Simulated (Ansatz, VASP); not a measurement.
**Two plane-wave programs on LiCa**

```
CELL_PARAMETERS angstrom
3.72881 0.00000 0.00000
-1.86440 3.22924 0.00000
0.00000 0.00000 5.36948
ATOMIC_POSITIONS crystal
Li 0.00000 0.00000 0.00000
Ca 0.33333 0.66667 0.50000
```

Alike in both runs: task relaxation of cell and atoms; functional PBE; k mesh 18 × 18 × 10; occupations gaussian, width 0.1 eV; no spin polarisation.

|  | VASP | Ansatz |
| --- | --- | --- |
| version | VASP 6.6.1 | Ansatz 0.2.0 |
| potentials or method | VASP PAW PBE potentials, release 64 (Li_sv, Ca_sv) | scalar-relativistic, plane waves, PAW |
| plane-wave cutoff (eV) | 600 | 420 |
| valence electrons in the cell | 13 | 13 |

VASP gave:

| Property | Result |
| --- | --- |
| gap on the k mesh at the Fermi level, each at its own relaxed structure (eV) | none |
| relaxed volume (Å³/atom) | 33.52 |
| relaxed cell length with the largest relative difference (Å) | 5.394 |
| energy change over the relaxation (meV/atom) | -2 |

Task: Estimate Ansatz's values.

Result: gap on the k mesh at the Fermi level, each at its own relaxed structure (eV): none; relaxed volume (Å³/atom): 33.54; relaxed cell length with the largest relative difference (Å): 5.385; energy change over the relaxation (meV/atom): -2.

A gap of «none» marks a metal or a gap that the smearing closes.

Caveats: the cutoff is under 1.25 times the usual one of these potentials, so pressure, stress and relaxed cells hold a basis-set (Pulay) error (VASP).
